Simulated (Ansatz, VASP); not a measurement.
**AlIn: VASP beside Ansatz**

INCAR

```
  PREC = Accurate
  ENCUT = 520
  EDIFF = 1E-6
  ISMEAR = -1
  SIGMA = 0.05
  LREAL = F
  LASPH = T
  NELM = 100
  ALGO = Normal
  ISIF = 2
  LWAVE = F
  LCHARG = F
  GGA = PE
  NBANDS = 15
```

File KPOINTS:

```
regular mesh
0
Gamma
  10 10 5
```

The input POSCAR:

```
AlIn
1.0
    3.0943205300      0.0000000000      0.0000000000
   -1.5471653308      2.6797660967      0.0000000000
    0.0000000000      0.0000000000      5.9047132687
Al In
1 1
Direct
    0.0000000000      0.0000000000      0.0000000000
    0.0000000000      0.0000000000      0.5000000000
```

input.yaml

```yaml
crystal:
  lattice:
    - [3.09432053, 0.0, 0.0]
    - [-1.5471653308, 2.6797660967, 0.0]
    - [0.0, 0.0, 5.9047132687]
  atoms:
    - { symbol: Al, position: [0.0, 0.0, 0.0] }
    - { symbol: In, position: [0.0, 0.0, 0.5] }
hamiltonian:
  xc: pbe
  pseudopotentials: { kind: paw }
kpoints:
  mp_grid: { grid: [10, 10, 5] }
scf:
  occupations: { method: fermi_dirac, width: 0.05 }
output:
  forces: true
  stress: true
  eigenvalues: true
```

The cell was built by a generator and needn't be a form met in nature.

Alike in both runs: task single point; functional PBE; k mesh 10 × 10 × 5; occupations fermi-dirac, width 0.05 eV; no spin polarisation.

```csv
,VASP,Ansatz
version,VASP 6.6.1,Ansatz 0.2.0
potentials or method,"VASP PAW PBE potentials, release 64 (Al, In_d)",Ansatz PAW
plane-wave cutoff (eV),520,420
valence electrons in the cell,16,16
```

```tsv
	VASP	Ansatz	Ansatz less VASP
gap on the k mesh at the Fermi level (eV)	none	none	-
pressure (GPa)	-1.7	-1.7	+0.03
largest component of the traceless stress (GPa)	0.60	0.59	-0.009
```

A gap of «none» marks a metal or a gap that the smearing closes.
